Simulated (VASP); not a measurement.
Computed with PBE GGA, VASP's PBE PAW potentials (set 64) (plane waves; VASP 6.6.1).

VASP ran on this input.

INCAR:
```
SIGMA = 0.1   ! width (eV)
ALGO = Normal   ! blocked Davidson
GGA = PE   ! PBE
SYSTEM = Tl
LCHARG = F
LREAL = F
LMAXMIX = 4
ENCUT = 400
LASPH = T
NELM = 100   ! most electronic steps
EDIFF = 1E-6   ! SCF stop (eV)
ISMEAR = 1
PREC = Accurate
ISIF = 2   ! forces and stress, cell fixed
LWAVE = F
```

### KPOINTS
```
Automatic mesh
0
Gamma
11 11 6
0 0 0
```

File POSCAR:
```
Tl
1
    1.7646000000    -3.0563770000     0.0000000000
    1.7646000000     3.0563770000     0.0000000000
    0.0000000000     0.0000000000     5.6304000000
Tl
2
Direct
  0.3333330000   0.6666670000   0.2500000000
  0.6666670000   0.3333330000   0.7500000000
```

POTCAR, in this order: Tl_d (PBE.64 set). Program: vasp_std.

**Question.** What will the output report for the number of irreducible k-points (NKPTS), number of bands (NBANDS), largest plane-wave count, number of space-group operations, FFT grid (NGX, NGY, NGZ)?

**Answer.** 
The number of irreducible k-points (NKPTS) is 64 and the number of bands (NBANDS) is 17. The largest plane-wave count is 1122 and the number of space-group operations comes out as 24. The FFT grid (NGX, NGY, NGZ) is 24 × 24 × 40.

The compound is Tl in the hcp structure. The cell was not relaxed at this level.
